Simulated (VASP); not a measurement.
Input:

```
La
1.0
    1.92270    -3.33021     0.00000
    1.92270     3.33021     0.00000
    0.00000     0.00000    12.40320
La
4
Cartesian
  0.00000   0.00000   6.20160
  0.00000   0.00000   0.00000
  1.92270   1.11007   3.10080
  1.92270  -1.11007   9.30240
```

The numbers are results of PBE GGA, VASP's PBE PAW potentials (set 64) (plane waves; VASP 6.6.1), not measurements. Settings: 400 eV cut-off, 7×7×2 Γ-centred mesh, first-order Methfessel-Paxton smearing of 0.10 eV, potentials La.

Q: Give the stress tensor in GPa (positive for a compressed cell).

A: 
```
-1.79   0.00   0.00
 0.00  -1.79   0.00
 0.00   0.00  -1.45
```
The pressure is its mean diagonal, -1.68 GPa.

The compound is La in the dhcp structure. The cell was not relaxed at this level.
